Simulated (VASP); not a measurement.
# A VASP study of ZnAu (LDA): structure first, properties next, part 2 of 2

What structure does ZnAu take at this level, and what are its properties? The start is a cell from a database of measured crystal structures.

VASP 6.6.1; LDA; plane waves and PAW (Zn, Au).

Still holding for the runs below: This run has no spin polarisation. Its electron count is odd, so without a moment it is a metal by construction. The k-mesh is coarse for a metal.

So far. Step 7 (Vibrations at Γ (LDA)): The three acoustic modes lie within 0.8 cm⁻¹ of zero, and all others are real. By the characters of their eigenvectors the optical modes sort into (cm⁻¹) infrared active: T1u 151. Step 8 (Volume scan with LDA, volume scale 0.94): The pressure here is 11.33 GPa.

## 9. Volume scan with LDA, volume scale 0.96 (continued)

Numbers from this step:

* free energy (TOTEN): -6.687 eV
* energy at zero smearing: -6.686 eV
* Fermi energy: 8.179 eV
* pressure: 7.030 GPa

The pressure falls from 11.33 to 7.03 GPa.

The run ends at a pressure of 7.03 GPa.

## 10. Volume scan with LDA, volume scale 0.98

The input, INCAR:

```
SYSTEM = ZnAu
PREC = Accurate
ENCUT = 400
EDIFF = 1E-06
NELM = 100
ISMEAR = 1
SIGMA = 0.2
LREAL = .FALSE.
ALGO = Normal
GGA = CA
NBANDS = 17
LASPH = .TRUE.
LORBIT = 11
LWAVE = .FALSE.
LCHARG = .FALSE.
KPAR = 2
ISIF = 2
```

The input, POSCAR:

```
ZnAu
1.0
    3.0774649179      0.0000000000      0.0000000000
    0.0000000000      3.0774649179      0.0000000000
    0.0000000000      0.0000000000      3.0774649179
Zn Au
1 1
Direct
    0.5000000000      0.5000000000      0.5000000000
    0.0000000000      0.0000000000      0.0000000000
```

The input, KPOINTS:

```
Automatic mesh
0
Gamma
6 6 6
0 0 0
```

The projector-augmented-wave data sets are Zn and Au (LDA family, release 64).

Run with:

```
$ mpirun -np 2 vasp_std
```

It took 1.8 s on 2 MPI ranks of Intel Xeon 6975P-C (Granite Rapids), shared host; peak memory 0.22 GiB; 2.5 s of CPU time.

The pressure falls from 7.03 to 3.25 GPa.

The run ends at a pressure of 3.25 GPa.

## 11. Volume scan with LDA, volume scale 1

INCAR is that of step 10.

The input, POSCAR:

```
ZnAu
1.0
    3.0982592306      0.0000000000      0.0000000000
    0.0000000000      3.0982592306      0.0000000000
    0.0000000000      0.0000000000      3.0982592306
Zn Au
1 1
Direct
    0.5000000000      0.5000000000      0.5000000000
    0.0000000000      0.0000000000      0.0000000000
```

KPOINTS is that of step 10.

Run with:

```
$ mpirun -np 2 vasp_std
```

Elapsed: 2.2 s, on 2 MPI ranks; peak memory 0.22 GiB.

The pressure falls from 3.25 to -0.05 GPa.

The run ends at a pressure of -0.05 GPa.

## 12. Volume scan with LDA, volume scale 1.02

INCAR is that of step 11.

The input, POSCAR:

```
ZnAu
1.0
    3.1187781016      0.0000000000      0.0000000000
    0.0000000000      3.1187781016      0.0000000000
    0.0000000000      0.0000000000      3.1187781016
Zn Au
1 1
Direct
    0.5000000000      0.5000000000      0.5000000000
    0.0000000000      0.0000000000      0.0000000000
```

KPOINTS is that of step 11.

Run with:

```
$ mpirun -np 2 vasp_std
```

Wall time 2 s (2 MPI ranks); peak memory 0.22 GiB; 2.9 s of CPU time.

The pressure falls from -0.05 to -2.96 GPa.

The run ends at a pressure of -2.96 GPa.

## 13. Volume scan with LDA, volume scale 1.04

INCAR is that of step 12.

The input, POSCAR:

```
ZnAu
1.0
    3.1390304750      0.0000000000      0.0000000000
    0.0000000000      3.1390304750      0.0000000000
    0.0000000000      0.0000000000      3.1390304750
Zn Au
1 1
Direct
    0.5000000000      0.5000000000      0.5000000000
    0.0000000000      0.0000000000      0.0000000000
```

KPOINTS is that of step 12.

Run with:

```
$ mpirun -np 2 vasp_std
```

Elapsed: 2 s, on 2 MPI ranks; peak memory 0.22 GiB.

The pressure falls from -2.96 to -5.50 GPa.

The run ends at a pressure of -5.50 GPa.

## 14. Volume scan with LDA, volume scale 1.06

A prediction first. A parabola through the 6 pressures of evenly scaled cells so far, P = -0.07 -155.9 t +453 t² GPa with t = ln(V/V₁) and V₁ the volume at scale 1, gives -7.61 GPa at t = +0.0583.

INCAR is that of step 13.

The input, POSCAR:

```
ZnAu
1.0
    3.1590248387      0.0000000000      0.0000000000
    0.0000000000      3.1590248387      0.0000000000
    0.0000000000      0.0000000000      3.1590248387
Zn Au
1 1
Direct
    0.5000000000      0.5000000000      0.5000000000
    0.0000000000      0.0000000000      0.0000000000
```

KPOINTS is that of step 13.

Run with:

```
$ mpirun -np 2 vasp_std
```

Elapsed: 2.2 s, on 2 MPI ranks; peak memory 0.24 GiB; 3.2 s of CPU time.

The pressure falls from -5.50 to -7.72 GPa. The parabola predicted -7.61 GPa, +0.11 GPa off.

## 15. The series together

Times are for 2 MPI ranks of Intel Xeon 6975P-C (Granite Rapids), shared host. The series side by side:

```csv
no.,volume scale,energy above the lowest point (meV/atom),pressure (GPa),time,memory (GiB)
1,0.94,30.79,11.33,2.4 s,0.22
2,0.96,13.36,7.030,2 s,0.22
3,0.98,3.46,3.246,1.8 s,0.22
4,1,0,-0.04972,2.2 s,0.22
5,1.02,2.14,-2.957,2 s,0.22
6,1.04,9.34,-5.502,2 s,0.22
7,1.06,20.83,-7.719,2.2 s,0.24
```

## 16. Fit for LDA

This step: Birch-Murnaghan fit, LDA; plane waves and PAW (VASP 6.6.1).

No new run; the numbers come from the runs before.

Numbers from this step:

```yaml
pressure_derivative_of_the_bulk_modulus: 5.755
r_m_s_error_of_the_fit: 2.36e-5 eV/atom
minimum_inside_the_sampled_range: yes
bulk_modulus: 151.1 GPa
equilibrium_volume_of_the_fit: 14.90 Å³/atom
```

Table of energy above the fitted minimum by volume:

```csv
volume (Å³/atom),energy above the fitted minimum (eV/atom)
13.978,0.0308
14.276,0.0134
14.573,0.00351
14.870,5.4e-5
15.168,0.00220
15.465,0.00939
15.763,0.0209
```

The fitted volume lies +0.18 % from the relaxed one. At a finite cutoff and mesh the minimum of the energy and the zero of the stress don't quite coincide, and the relaxation stops at a threshold.

## 17. What came out

| Quantity | Value |
| --- | --- |
| relaxed volume | 14.87 Å³/atom |
| relaxed conventional cell a, b, c | 3.098, 3.098, 3.098 Å |
| space group after relaxing, within 0.02 Å | Pm-3m (No. 221) |
| band gap | none, a metal |
| DOS at the Fermi level | 0.535 states/eV/cell |
| highest zone-centre mode | 151 cm⁻¹ |
| bulk modulus from the fit | 151 GPa |
| volume from the fit | 14.9 Å³/atom |

In words: With LDA, ZnAu relaxes to 14.87 Å³/atom in space group Pm-3m (held by the symmetry of the run), comes out as a metal and has a bulk modulus of 151 GPa. Against the listed cell the volume lies -4.6 %. Bands along the symmetry lines (LDA): Of the bands kept, 2 cross the Fermi level on this path. Vibrations at Γ (LDA): The highest mode in this list at Γ, 151.2 cm⁻¹, is mostly motion of Zn (76 % of the kinetic energy). Spin-orbit coupling is left out, and with elements this heavy it would split and shift bands near the Fermi level. The k-sampling is coarse for a metal, so the Fermi level, pressures and the shape of the cell carry errors. With an odd electron count and no spin the cell is a metal by construction. Modes at Γ alone can't show that the crystal is stable at other wave vectors. No search among competing phases was made, and a listed structure need not be the one stable at ambient conditions. All values are for a static lattice at zero temperature.

[Lines on the potential files, build, host, timing and source positions are cut from VASP's logs without a mark.]

[Logs are printed without paths, hosts, clocks, repeated set-up lines and the standing remarks that a program may print on its own settings, such as how far it seeks lower states.]

[Hosts, paths, dates, database ids (printed as entryN), source tags and the programs' standing remarks are cut or masked in the printed files.]

[A measured line is paired with the nearest computed mode of its activity, which favours agreement.]
